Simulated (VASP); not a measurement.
A convergence study with VASP on Al (space group Fm-3m): a few settings are varied, all else stays as given below, so the limit is that of these other settings.

```yaml
crystal:
  lattice:
    - [0.00000, 2.03107, 2.03107]
    - [2.03107, 0.00000, 2.03107]
    - [2.03107, 2.03107, 0.00000]
  atoms:
    - { symbol: Al, position: [0.00000, 0.00000, 0.00000] }
```

Calculation: PBEsol GGA, VASP's PBE PAW potentials (set 64) (plane waves; VASP 6.6.1). The last row used: 300 eV cut-off, 21×21×21 Γ-centred mesh, tetrahedra with Blöchl corrections, potentials Al.

```tsv
setting	E (eV/atom)	pressure (GPa)	irreducible k-points
6×6×6 mesh	-4.1168	-3.24	16
7×7×7 mesh	-4.1023	-3.30	20
9×9×9 mesh	-4.0649	-3.70	35
11×11×11 mesh	-4.0834	-3.10	56
14×14×14 mesh	-4.0780	-3.23	104
17×17×17 mesh	-4.0849	-2.97	165
21×21×21 mesh	-4.0841	-2.89	286
```

Left out are rungs that failed or repeat a setting and relaxations that didn't move; long series are thinned to 24 rows.

The structure is a typed Al crystal (space group no. 225). The cell was not relaxed at this level.
